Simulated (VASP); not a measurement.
# Li3ZrN2 (P-3m1) in VASP: density of states with PBE

Aim: the density of states of Li3ZrN2 with PBE.

All numbers are computed with VASP 6.6.1; they aren't measurements. Logs are shortened: lines on timing, memory, paths and dates and some standing lists are left out, and cuts for length are marked.

## Step 1: The structure

It takes space group P-3m1 (No. 164, trigonal). The conventional cell has a = 3.310 Å, b = 3.310 Å, c = 5.734 Å, α = 90.00°, β = 90.00°, γ = 120.00°. Li (site symmetry -3m) has 6 Li at 2.13 Å and 6 N at 2.39 Å as nearest neighbours. Li (site symmetry 3m) is surrounded by 3 N at 1.97 Å and 3 Li at 2.13 Å. Zr (site symmetry -3m) is surrounded by 6 N at 2.39 Å and 6 Li at 2.71 Å. Around N (site symmetry 3m) lie 3 Li at 1.97 Å.

The cell was built by a generator and needn't be a form met in nature.

## Step 2: Density of states, PBE

Input file POSCAR:

```
Li3ZrN2                                 
1.0
    3.3103154341      0.0000000000     -0.0000000000
   -1.6551577221      2.8668172607      0.0000000000
   -0.0000000000     -0.0000000000      5.7344074577
  Li              Zr              N             
     3     1     2
Direct
     0.0000000000000000    0.0000000000000000    0.5000000000000000
     0.3333333300000021    0.6666666699999979    0.6638562954270950
     0.6666666699999979    0.3333333300000021    0.3361437045729049
     0.0000000000000000    0.0000000000000000    0.0000000000000000
     0.6666666699999979    0.3333333300000021    0.7496112765530598
     0.3333333300000021    0.6666666699999979    0.2503887234469402
```

Input file INCAR.step1:

```
SYSTEM = Li3ZrN2
  ALGO = Normal
  EDIFF = 1E-7
  ENCUT = 520
  GGA = PE
  ISIF = 2
  ISMEAR = 0
  KPAR = 4
  LASPH = .TRUE.
  LCHARG = .TRUE.
  LMAXMIX = 4
  LREAL = .FALSE.
  LWAVE = .FALSE.
  NELM = 60
  PREC = Accurate
  SIGMA = 0.1
```

Input file KPOINTS.step1:

```
k-points
0
G
  10 10 6
  0 0 0
```

Input file INCAR.step2:

```
SYSTEM = Li3ZrN2
  ALGO = Normal
  EDIFF = 1E-7
  ENCUT = 520
  GGA = PE
  ICHARG = 11
  ISIF = 2
  ISMEAR = -5
  KPAR = 4
  LASPH = .TRUE.
  LCHARG = .FALSE.
  LMAXMIX = 4
  LORBIT = 11
  LREAL = .FALSE.
  LWAVE = .FALSE.
  NEDOS = 2001
  NELM = 60
  PREC = Accurate
  SIGMA = 0.1
```

Input file KPOINTS.step2:

```
k-points
0
G
  15 15 9
  0 0 0
```

Potentials or basis: VASP PAW PBE potentials, release 64 (Li_sv, Zr_sv, N).

The run is started by

```sh
> cat potpaw_PBE.64/Li_sv/POTCAR potpaw_PBE.64/Zr_sv/POTCAR potpaw_PBE.64/N/POTCAR > POTCAR
> cp INCAR.step1 INCAR
> cp KPOINTS.step1 KPOINTS
> mpirun -np 4 vasp_std > vasp.out
> cp INCAR.step2 INCAR
> cp KPOINTS.step2 KPOINTS
> mpirun -np 4 vasp_std > vasp.out
```

OUTCAR:

```text
SYSTEM = Li3ZrN2
   EDIFF = 1E-7
   ENCUT = 520
   GGA = PE
   ICHARG = 11
   ISIF = 2
   ISMEAR = -5
   LASPH = .TRUE.
   LORBIT = 11
   LREAL = .FALSE.
   NELM = 60
   PREC = Accurate

 ion  position               nearest neighbor table
   1  0.000  0.000  0.500-   2 2.13   3 2.13   3 2.13   2 2.13   3 2.13   2 2.13   4 2.87   4 2.87

   2  0.333  0.667  0.664-   5 1.97   5 1.97   5 1.97   1 2.13   1 2.13   1 2.13   4 2.71   4 2.71
                             4 2.71
   3  0.667  0.333  0.336-   6 1.97   6 1.97   6 1.97   1 2.13   1 2.13   1 2.13   4 2.71   4 2.71
                             4 2.71
   4  0.000  0.000  0.000-   5 2.39   6 2.39   5 2.39   6 2.39   5 2.39   6 2.39   2 2.71   3 2.71
                             2 2.71   3 2.71   3 2.71   2 2.71   1 2.87   1 2.87
   5  0.667  0.333  0.750-   2 1.97   2 1.97   2 1.97   4 2.39   4 2.39   4 2.39
   6  0.333  0.667  0.250-   3 1.97   3 1.97   3 1.97   4 2.39   4 2.39   4 2.39

  LATTYP: Found a hexagonal cell.
 ALAT       =     3.3103154341
 C/A-ratio  =     1.7322843010

  Lattice vectors:

 A1 = (   3.3103154341,   0.0000000000,   0.0000000000)
 A2 = (  -1.6551577221,   2.8668172607,   0.0000000000)
 A3 = (   0.0000000000,   0.0000000000,   5.7344074577)

Analysis of symmetry for initial positions (statically):
=====================================================================
 Subroutine PRICEL returns:
 Original cell was already a primitive cell.

 Routine SETGRP: Setting up the symmetry group for a
 hexagonal supercell.

 Subroutine GETGRP returns: Found 12 space group operations
 (whereof 12 operations were pure point group operations)
 out of a pool of 24 trial point group operations.

The static configuration has the point symmetry D_3d.

Analysis of symmetry for dynamics (positions and initial velocities):
=====================================================================
 Subroutine PRICEL returns:
 Original cell was already a primitive cell.

 Routine SETGRP: Setting up the symmetry group for a
 hexagonal supercell.

 Subroutine GETGRP returns: Found 12 space group operations
 (whereof 12 operations were pure point group operations)
 out of a pool of 24 trial point group operations.

The dynamic configuration has the point symmetry D_3d.

 Subroutine INISYM returns: Found 12 space group operations
 (whereof 12 operations are pure point group operations),
 and found     1 'primitive' translations

----------------------------------------------------------------------------------------

                                     Primitive cell

  volume of cell :      54.4199

  direct lattice vectors                    reciprocal lattice vectors
     3.310315434  0.000000000  0.000000000     0.302086016  0.174409443  0.000000000
    -1.655157722  2.866817261  0.000000000     0.000000000  0.348818885  0.000000000
     0.000000000  0.000000000  5.734407458     0.000000000  0.000000000  0.174385934

  length of vectors
     3.310315434  3.310315437  5.734407458     0.348818885  0.348818885  0.174385934

  position of ions in fractional coordinates (direct lattice)
     0.000000000  0.000000000  0.500000000
     0.333333330  0.666666670  0.663856295
     0.666666670  0.333333330  0.336143705
     0.000000000  0.000000000  0.000000000
     0.666666670  0.333333330  0.749611277
     0.333333330  0.666666670  0.250388723

  ion indices of the primitive-cell ions
   primitive index   ion index
                 1           1
                 2           2
                 3           3
                 4           4
                 5           5
                 6           6

----------------------------------------------------------------------------------------

 KPOINTS: k-points

Automatic generation of k-mesh.
 Grid dimensions read from file:
 generate k-points for:   15   15    9

 Generating k-lattice:

  Cartesian coordinates                     Fractional coordinates (reciprocal lattice)
     0.020139068  0.011627296  0.000000000     0.066666667  0.000000000  0.000000000
     0.000000000  0.023254592  0.000000000     0.000000000  0.066666667  0.000000000
     0.000000000  0.000000000  0.019376215     0.000000000  0.000000000  0.111111111

  Length of vectors
     0.023254592  0.023254592  0.019376215

  Shift w.r.t. Gamma in fractional coordinates (k-lattice)
     0.000000000  0.000000000  0.000000000

 TETIRR: Found   2940 inequivalent tetrahedra from    12150

 Subroutine IBZKPT returns following result:
 ===========================================

 Found    211 irreducible k-points:

 Following reciprocal coordinates:
            Coordinates               Weight
  0.000000  0.000000  0.000000      1.000000
  0.066667 -0.000000  0.000000      6.000000
  0.133333  0.000000  0.000000      6.000000
  0.200000 -0.000000  0.000000      6.000000
  0.266667  0.000000  0.000000      6.000000
  0.333333  0.000000  0.000000      6.000000
[... 16 lines left out ...]
  0.333333  0.200000  0.000000     12.000000
  0.400000  0.200000  0.000000      6.000000
 [... further k-points ...]
   k-points           NKPTS =    211   k-points in BZ     NKDIM =    211   number of bands    NBANDS=     19
   number of dos      NEDOS =   2001   number of ions     NIONS =      6
   total plane-waves  NPLWV =  37632
   dimension x,y,z NGX =    28 NGY =   28 NGZ =   48
   dimension x,y,z NGXF=    56 NGYF=   56 NGZF=   96
   ions per type =               3   1   2
   NGX,Y,Z   is equivalent  to a cutoff of  14.06, 14.06, 13.92 a.u.
   NGXF,Y,Z  is equivalent  to a cutoff of  28.12, 28.12, 27.83 a.u.
 SYSTEM =  Li3ZrN2
   PREC   = accura    normal or accurate (medium, high low for compatibility)
   ISTART =      0    job   : 0-new  1-cont  2-samecut
   ICHARG =     11    charge: 1-file 2-atom 10-const
   ISPIN  =      1    spin polarized calculation?
   LNONCOLLINEAR =      F non collinear calculations
   LSORBIT =      F    spin-orbit coupling
   LASPH  =      T    aspherical Exc in radial PAW
   ENCUT  =  520.0 eV  38.22 Ry    6.18 a.u.   6.15  6.15 10.66*2*pi/ulx,y,z
   NELM   =     60;   NELMIN=  2; NELMDL=  0     # of ELM steps
   EDIFF  = 0.1E-06   stopping-criterion for ELM
   LREAL  =      F    real-space projection
   EDIFFG = 0.1E-05   stopping-criterion for IOM
   NSW    =      0    number of steps for IOM
   IBRION =     -1    ionic relax: 0-MD 1-quasi-New 2-CG
   NFREE  =      0    steps in history (QN), initial steepest desc. (CG)
   ISIF   =      2    stress and relaxation
   ISYM   =      2    0-nonsym 1-usesym 2-fastsym
   POTIM  = 0.5000    time-step for ionic-motion
   TEBEG  =    0.0;   TEEND  =   0.0 temperature during run
   PSTRESS=    0.0 pullay stress
   NELECT =      31.0000    total number of electrons
   NUPDOWN=      -1.0000    fix difference up-down
   EMIN   =  10.00;   EMAX   =-10.00  energy-range for DOS
   EFERMI =   0.00;   METHOD = LEGACY
   ISMEAR =    -5;   SIGMA  =   0.10  broadening in eV -4-tet -1-fermi 0-gaus
   EFERMI_NEDOS =   21; number of points for ismear=-14 and -15
   IALGO  =     38    algorithm
   IMIX   =      4    mixing-type and parameters
     AMIX     =   0.40;   BMIX     =  1.00
     AMIX_MAG =   1.60;   BMIX_MAG =  1.00
  volume/ion in A,a.u.               =       9.07        61.21
  Fermi-wavevector in a.u.,A,eV,Ry     =   1.357092  2.564533 25.057847  1.841700
  Thomas-Fermi vector in A             =   2.484040
   LORBIT       =     11    0 simple, 1 ext, 2 COOP (PROOUT), +10 PAW based schemes
   GGA     = PE    functional components
   LHFCALC =     F    Hartree Fock is set to
   AEXX    =    0.0000 exact exchange contribution
   IVDW    =     0    specifies the selected vdW correction
   LEPSILON=     F    determine dielectric tensor
   LRPA    =     F    only Hartree local field effects (RPA)
 non-spin polarized calculation
 Fermi weights with tetrahedron method with Bloechl corrections
  energy-cutoff  :      520.00
  volume of cell :       54.42
 maximum number of plane-waves:      1485
 NGX is ok and might be reduce to    28

 number of electron      30.9999999 magnetization

 Free energy of the ion-electron system (eV)
  ---------------------------------------------------
  ext. energy  EPLUGINS =         0.00000000
  ---------------------------------------------------
  free energy    TOTEN  =       -35.14555513 eV

  energy without entropy =      -35.14555513  energy(sigma->0) =      -35.14555513

 E-fermi :   8.4264     XC(G=0): -11.3013

 val. band max:        8.4247096052   @ k =   0.3333   0.1333   0.1111
 cond. band min:       8.4287344228   @ k =   0.0000   0.2000   0.4444
 fundamental gap:      0.0040248176
 Fermi energy:         8.4263552561

 k-point     1 :       0.0000    0.0000    0.0000
  band No.  band energies     occupation
      1     -41.1378      2.00000
      2     -39.2946      2.00000
      3     -37.7225      2.00000
      4     -37.7130      2.00000
      5     -19.3211      2.00000
      6     -18.9099      2.00000
[... 11 lines left out ...]
     18       9.4171      0.00000
     19      11.5791      0.00000

 k-point     2 :       0.0667   -0.0000    0.0000
  band No.  band energies     occupation
      1     -41.1348      2.00000
      2     -39.2931      2.00000
      3     -37.7230      2.00000
      4     -37.7129      2.00000
      5     -19.3148      2.00000
      6     -18.9394      2.00000
[... 11 lines left out ...]
     18       9.5225      0.00000
     19      11.7262      0.00000

 k-point     3 :       0.1333    0.0000    0.0000
  band No.  band energies     occupation
      1     -41.1262      2.00000
      2     -39.2893      2.00000
      3     -37.7246      2.00000
      4     -37.7130      2.00000
      5     -19.2971      2.00000
      6     -19.0220      2.00000
[... 11 lines left out ...]
     18       9.7866      0.00000
     19      11.9680      0.00000

 k-point     4 :       0.2000   -0.0000    0.0000
  band No.  band energies     occupation
      1     -41.1134      2.00000
      2     -39.2837      2.00000
      3     -37.7268      2.00000
      4     -37.7132      2.00000
      5     -19.2710      2.00000
      6     -19.1411      2.00000
[... 11 lines left out ...]
     18      10.1381      0.00000
     19      12.1237      0.00000

 k-point     5 :       0.2667    0.0000    0.0000
  band No.  band energies     occupation
      1     -41.0988      2.00000
      2     -39.2772      2.00000
      3     -37.7294      2.00000
      4     -37.7135      2.00000
      5     -19.2794      2.00000
      6     -19.2360      2.00000
[... 11 lines left out ...]
     18      10.5626      0.00000
     19      12.3343      0.00000
[... 334 lines left out ...]
      2     -39.2695      2.00000
      3     -37.7306      2.00000
      4     -37.7158      2.00000
      5     -19.3713      2.00000
      6     -19.2045      2.00000
[... 11 lines left out ...]
     18      11.6331      0.00000
     19      11.9773      0.00000

 k-point    22 :       0.2667    0.2000    0.0000
  band No.  band energies     occupation
      1     -41.0709      2.00000
      2     -39.2649      2.00000
      3     -37.7310      2.00000
      4     -37.7174      2.00000
      5     -19.4293      2.00000
      6     -19.1841      2.00000
[... 11 lines left out ...]
     18      11.8696      0.00000
     19      12.0157      0.00000

 k-point    23 :       0.3333    0.2000    0.0000
  band No.  band energies     occupation
      1     -41.0638      2.00000
      2     -39.2617      2.00000
      3     -37.7310      2.00000
      4     -37.7188      2.00000
      5     -19.4654      2.00000
      6     -19.1852      2.00000
[... 11 lines left out ...]
     18      11.6661      0.00000
     19      12.0767      0.00000

 k-point    24 :       0.4000    0.2000    0.0000
  band No.  band energies     occupation
      1     -41.0613      2.00000
      2     -39.2606      2.00000
      3     -37.7309      2.00000
      4     -37.7193      2.00000
      5     -19.4776      2.00000
      6     -19.1976      2.00000
[... 11 lines left out ...]
     18      11.1887      0.00000
     19      12.3342      0.00000

 [... further k-points ...]

------------------------ aborting loop because EDIFF is reached ----------------------------------------

  FORCE on cell =-STRESS in cart. coord.  units (eV):
  Direction    XX          YY          ZZ          XY          YZ          ZX
  --------------------------------------------------------------------------------------
  -------------------------------------------------------------------------------------
  Total        0.0067391      0.0067391      0.0037651     -0.0000000     -0.0000000      0.0000000
  in kB        0.1984071      0.1984071      0.1108471     -0.0000000     -0.0000000      0.0000000
  external PRESSURE =       0.1692205 kB  Pullay stress =       0.0000000 kB

 VOLUME and BASIS-vectors are now :
 -----------------------------------------------------------------------------
  energy-cutoff  :      520.00
  volume of cell :       54.42
      direct lattice vectors                 reciprocal lattice vectors
     3.310315434  0.000000000  0.000000000     0.302086016  0.174409443  0.000000000
    -1.655157722  2.866817261  0.000000000     0.000000000  0.348818885  0.000000000
     0.000000000  0.000000000  5.734407458     0.000000000  0.000000000  0.174385934

 POSITION                                       TOTAL-FORCE (eV/Angst)
 -----------------------------------------------------------------------------------
      0.00000      0.00000      2.86720         0.000000      0.000000      0.000000
     -0.00000      1.91121      3.80682         0.000000     -0.000000      0.001014
      1.65516      0.95561      1.92758        -0.000000      0.000000     -0.001014
      0.00000      0.00000      0.00000         0.000000      0.000000      0.000000
      1.65516      0.95561      4.29858         0.000000     -0.000000      0.008922
     -0.00000      1.91121      1.43583        -0.000000      0.000000     -0.008922
 -----------------------------------------------------------------------------------
    total drift:                                0.000000      0.000000     -0.000000

  FREE ENERGIE OF THE ION-ELECTRON SYSTEM (eV)
  ---------------------------------------------------
  free  energy   TOTEN  =       -35.1455551288 eV

  energy  without entropy=      -35.1455551288  energy(sigma->0) =      -35.14555513

 total charge

# of ion       s       p       d       tot
------------------------------------------
    1        2.034   0.089   0.000   2.123
    2        2.052   0.127   0.000   2.179
    3        2.052   0.127   0.000   2.179
    4        2.159   6.011   1.612   9.782
    5        1.224   2.426   0.000   3.650
    6        1.224   2.426   0.000   3.650
--------------------------------------------------
tot         10.746  11.205   1.612  23.563
```

Run time: 30 s. Hardware: 4 MPI ranks of AMD EPYC 9R45 (Zen 5), shared host; peak memory 0.32 GiB.

What came out:

| Quantity | Value |
| --- | --- |
| Valence electrons inside the program's atomic spheres | Li 2.12, 2.18; Zr 9.78; N 3.65 |

Levels at points of the mesh, in eV from the Fermi level:
| k point | band 14 | band 15 | band 16 | band 17 | band 18 | band 19 |
| --- | --- | --- | --- | --- | --- | --- |
| (0.00, 0.00, 0.00) | -2.21 | -2.21 | 0.26 | 0.99 | 0.99 | 3.15 |

States per cell in windows of 1 eV (zero at the Fermi level; states under -8 eV left out):
| from (eV) | total | Zr4_d | N5_p | N6_p | Li1_p | Zr4_p | Zr4_s |
| --- | --- | --- | --- | --- | --- | --- | --- |
| -8.0 | 0.00 | 0.00 | 0.00 | 0.00 | 0.00 | 0.00 | 0.00 |
| -7.0 | 0.09 | 0.01 | 0.01 | 0.01 | 0.00 | 0.00 | 0.01 |
| -6.0 | 2.49 | 0.21 | 0.40 | 0.40 | 0.01 | 0.02 | 0.10 |
| -5.0 | 4.91 | 0.54 | 0.92 | 0.92 | 0.04 | 0.09 | 0.02 |
| -4.0 | 3.55 | 0.29 | 0.78 | 0.78 | 0.02 | 0.05 | 0.01 |
| -3.0 | 0.96 | 0.04 | 0.25 | 0.25 | 0.00 | 0.01 | 0.00 |
| -2.0 | 0.10 | 0.05 | 0.01 | 0.01 | 0.00 | 0.00 | 0.00 |
| -1.0 | 0.89 | 0.41 | 0.06 | 0.06 | 0.01 | 0.00 | 0.00 |
| 0.0 | 1.40 | 0.71 | 0.09 | 0.09 | 0.01 | 0.00 | 0.00 |
| 1.0 | 1.39 | 0.77 | 0.08 | 0.08 | 0.01 | 0.00 | 0.00 |
| 2.0 | 1.22 | 0.76 | 0.05 | 0.05 | 0.01 | 0.01 | 0.00 |
| 3.0 | 2.50 | 1.34 | 0.08 | 0.08 | 0.06 | 0.01 | 0.03 |
| 4.0 | 0.51 | 0.23 | 0.02 | 0.02 | 0.02 | 0.00 | 0.00 |
| 5.0 | 0.00 | 0.00 | 0.00 | 0.00 | 0.00 | 0.00 | 0.00 |
| 6.0 | 0.00 | 0.00 | 0.00 | 0.00 | 0.00 | 0.00 | 0.00 |

Caveat: the cutoff is under 1.25 times the usual one of these potentials, so pressure, stress and relaxed cells hold a basis-set (Pulay) error; tetrahedron occupations give inexact forces and stress in metals.
